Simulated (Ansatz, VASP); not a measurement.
## One calculation of AlFe3B, two programs

```
Fe Al B
1.0
     3.82232    0.00000    0.00000
     0.00000    3.82232    0.00000
     0.00000    0.00000    3.82232
Fe Al B
3 1 1
Direct
  0.00373 0.01103 0.48969
  0.99963 0.50589 0.00111
  0.50839 0.00685 0.00261
  0.48355 0.49851 0.49018
  0.01093 0.00610 0.00388
```

Change from the starting cell: atoms moved at random, drawn with an rms of 0.05 Å.

Alike in both runs: task single point; functional PBE; k mesh 7 × 7 × 7; occupations fermi-dirac, width 0.05 eV; collinear spin, ferromagnetic start.

```csv
,VASP,Ansatz
version,VASP 6.6.1,Ansatz 0.2.0
potentials or method,"VASP PAW PBE potentials, release 64 (Fe, Al, B)",Ansatz PAW
plane-wave cutoff (eV),520,420
valence electrons in the cell,30,54
```

VASP gave:

```
gap on the k mesh at the Fermi level (eV)                     : none
pressure (GPa)                                                : -0.3
largest component of the traceless stress (GPa)               : 0.35
rms of the force components (eV/Å)                            : 0.470
net moment per atom (μB)                                      : 0.82
size of the moment on the site where the two differ most (μB) : 1.47
```

Problem. What did Ansatz give for the same quantities?

Solution. gap on the k mesh at the Fermi level (eV): none; pressure (GPa): -0.7; largest component of the traceless stress (GPa): 0.33; rms of the force components (eV/Å): 0.458; net moment per atom (μB): 0.82; size of the moment on the site where the two differ most (μB): 1.35.

Site moments also hang on the region over which each program counts them. Atom by atom the forces differ by 0.014 eV/Å (rms over components). A gap of «none» marks a metal or a gap that the smearing closes. The functional is the same, so the differences come from potentials, cutoffs and numerics. The two sets of potentials don't hold the same shells in valence.
